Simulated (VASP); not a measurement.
Consider the following.

```xyz
7
Lattice="4.1821 0.0000 0.0000 0.0000 4.1821 0.0000 0.0000 0.0000 4.1821" Properties=species:S:1:pos:R:3 pbc="T T T"
La     0.0000     0.0000     0.0000
B      3.3462     2.0910     2.0910
B      0.8359     2.0910     2.0910
B      2.0910     3.3462     2.0910
B      2.0910     0.8359     2.0910
B      2.0910     2.0910     3.3462
B      2.0910     2.0910     0.8359
```

Calculation: PBE GGA, VASP's PBE PAW potentials (set 64) (plane waves; VASP). Settings: 400 eV cut-off, 11×11×11 Γ-centred mesh, Fermi-Dirac smearing of 0.10 eV, potentials La B.

At this cut-off the stress carries a Pulay error, which pulls relaxed volumes low.

Question: The ions, cell shape and volume are relaxed. Predict the relaxed structure.

Answer: 
```xyz
7
Lattice="4.1548 0.0000 0.0000 0.0000 4.1548 0.0000 0.0000 0.0000 4.1548" Properties=species:S:1:pos:R:3 pbc="T T T"
La     0.0000     0.0000     0.0000
B      3.3249     2.0774     2.0774
B      0.8299     2.0774     2.0774
B      2.0774     3.3249     2.0774
B      2.0774     0.8299     2.0774
B      2.0774     2.0774     3.3249
B      2.0774     2.0774     0.8299
```
Space group Pm-3m (221), at a tolerance of 0.03 Å.

Question: How do energy and volume change from the first to the last step?

Answer: The energy (σ→0) changes by -2.2 meV/atom and the volume by -1.9 %, in 5 ionic steps.

```csv
step,E(σ→0) (eV),max force (eV/Å),pressure (GPa),volume (Å³)
1,-49.0315,0.037,-3.33,73.14
2,-49.0396,0.196,2.30,70.87
3,-49.0463,0.098,-0.07,71.79
4,-49.0456,0.161,0.13,71.62
5,-49.0468,0.000,0.00,71.72
```

The structure comes from a computed database's LaB6 entry; how it stands against other phases isn't given here. This run relaxes it. Symmetry was kept, so distortions that lower it aren't found. The run is one of a series of settings (EDIFFG = -0.01, IBRION = 2, ISIF = 3, NSW = 50 against the base run), some of them coarse on purpose. The electron count is odd and the run is not spin-polarised, which forces a metal.
